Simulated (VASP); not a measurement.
All values below come from optB88-vdW, VASP's PBE PAW potentials (set 64) (plane waves; VASP).

VASP ran on this input.

File POSCAR:
```
GaP
1
    0.0000000000     2.7250000000     2.7250000000
    2.7250000000     0.0000000000     2.7250000000
    2.7250000000     2.7250000000     0.0000000000
Ga P
1 1
Direct
  0.0000000000   0.0000000000   0.0000000000
  0.2500000000   0.2500000000   0.2500000000
```

KPOINTS:
```
kpoints
0
G
 8 8 8
0 0 0
```

**INCAR**
```
! general
SYSTEM  =GaP
PREC    =Accurate
ENCUT   =520
LREAL   =.False.
LASPH   =.True.

! electronic loop
EDIFF   =1E-6
NELM    =100
ALGO    =Normal
LMAXMIX =4

! smearing
ISMEAR  =0
SIGMA   =0.05

! functional
GGA     =BO
LUSE_VDW=.True.
AGGAC   =0.0
PARAM1  =0.1833333333
PARAM2  =0.22

! ions
IBRION  =2
NSW     =60
ISIF    =3
EDIFFG  =-0.01

! output
LWAVE   =.False.
LCHARG  =.False.
```

POTCAR, in this order: Ga_d P (PBE.64 set). Program: vasp_std.

What VASP printed:

OSZICAR:
```
       N       E                     dE             d eps       ncg     rms          rms(c)
DAV:   1     0.860958168770E+02    0.86096E+02   -0.93835E+03   762   0.198E+03
DAV:   2     0.214151131749E+01   -0.83954E+02   -0.80923E+02   819   0.345E+02
DAV:   3    -0.440309008539E+01   -0.65446E+01   -0.65126E+01   914   0.777E+01
DAV:   4    -0.453456737766E+01   -0.13148E+00   -0.13138E+00   924   0.120E+01
DAV:   5    -0.453800996120E+01   -0.34426E-02   -0.34424E-02   952   0.156E+00    0.365E+00
DAV:   6    -0.428130601778E+01    0.25670E+00   -0.50133E-01  1128   0.112E+01    0.238E+00
DAV:   7    -0.425482771327E+01    0.26478E-01   -0.12550E-01   899   0.231E+00    0.108E+00
DAV:   8    -0.425435224407E+01    0.47547E-03   -0.12589E-02   907   0.172E+00    0.133E-01
DAV:   9    -0.425441898854E+01   -0.66744E-04   -0.15363E-03   986   0.788E-01    0.596E-02
DAV:  10    -0.425444637436E+01   -0.27386E-04   -0.92176E-05   884   0.938E-02    0.293E-02
DAV:  11    -0.425447266350E+01   -0.26289E-04   -0.27513E-05   804   0.544E-02    0.334E-03
DAV:  12    -0.425447267473E+01   -0.11226E-07   -0.11574E-06   707   0.149E-02
   1 F= -.42544727E+01 E0= -.42544727E+01  d E =-.425447E+01
       N       E                     dE             d eps       ncg     rms          rms(c)
DAV:   1    -0.450120517026E+01   -0.24673E+00   -0.33601E+00   994   0.401E+01    0.283E+00
DAV:   2    -0.431492459708E+01    0.18628E+00   -0.31220E-01   964   0.124E+01    0.134E+00
DAV:   3    -0.426479972935E+01    0.50125E-01   -0.73390E-02  1004   0.571E+00    0.256E-01
DAV:   4    -0.426085872302E+01    0.39410E-02   -0.60770E-03   894   0.135E+00    0.115E-01
DAV:   5    -0.426008126460E+01    0.77746E-03   -0.47753E-04   972   0.320E-01    0.359E-02
DAV:   6    -0.426005896370E+01    0.22301E-04   -0.51972E-05   954   0.137E-01    0.183E-02
DAV:   7    -0.426005788457E+01    0.10791E-05   -0.79675E-06   914   0.605E-02    0.815E-03
DAV:   8    -0.426005800917E+01   -0.12459E-06   -0.10326E-06   492   0.116E-02
   2 F= -.42600580E+01 E0= -.42600580E+01  d E =-.558533E-02
       N       E                     dE             d eps       ncg     rms          rms(c)
DAV:   1    -0.428905550716E+01   -0.28998E-01   -0.35992E-01   984   0.122E+01    0.969E-01
DAV:   2    -0.426768907525E+01    0.21366E-01   -0.39822E-02   959   0.504E+00    0.439E-01
DAV:   3    -0.426236240553E+01    0.53267E-02   -0.64380E-03   999   0.168E+00    0.100E-01
DAV:   4    -0.426188993191E+01    0.47247E-03   -0.59696E-04   839   0.360E-01    0.402E-02
DAV:   5    -0.426180368555E+01    0.86246E-04   -0.55430E-05  1040   0.112E-01    0.931E-03
DAV:   6    -0.426180317699E+01    0.50856E-06   -0.21471E-06   634   0.195E-02
   3 F= -.42618032E+01 E0= -.42618032E+01  d E =-.733050E-02
```

OUTCAR:
```
------------------------ aborting loop because EDIFF is reached ----------------------------------------
  FORCE on cell =-STRESS in cart. coord.  units (eV):
  Direction    XX          YY          ZZ          XY          YZ          ZX
  --------------------------------------------------------------------------------------
  Total        0.0187603      0.0187603      0.0187603      0.0000000      0.0000000     -0.0000000
  in kB        0.7231451      0.7231451      0.7231451      0.0000000      0.0000000     -0.0000000
  external PRESSURE =       0.7231451 kB  Pullay stress =       0.0000000 kB
  volume of cell :       41.56
      direct lattice vectors                 reciprocal lattice vectors
     0.000000000  2.749358902  2.749358902    -0.181860578  0.181860578  0.181860578
     2.749358902  0.000000000  2.749358902     0.181860578 -0.181860578  0.181860578
     2.749358902  2.749358902  0.000000000     0.181860578  0.181860578 -0.181860578
  FREE ENERGIE OF THE ION-ELECTRON SYSTEM (eV)
  ---------------------------------------------------
  free  energy   TOTEN  =        -4.2618031770 eV

  energy  without entropy=       -4.2618031770  energy(sigma->0) =       -4.26180318

 reached required accuracy - stopping structural energy minimisation
```
(Selected blocks of OUTCAR.)

File CONTCAR:
```
GaP
   1.00000000000000
     0.0000000000000000    2.7493589018963562    2.7493589018963562
     2.7493589018963562    0.0000000000000000    2.7493589018963562
     2.7493589018963562    2.7493589018963562    0.0000000000000000
  Ga              P
     1     1
Direct
     0.0000000000000000    0.0000000000000000    0.0000000000000000
     0.2500000000000000    0.2500000000000000    0.2500000000000000
```

Energy and stress use the plane-wave basis of the starting cell.

The compound is GaP in the zinc blende structure. This run relaxes it. Symmetry was kept, so distortions that lower it aren't found.
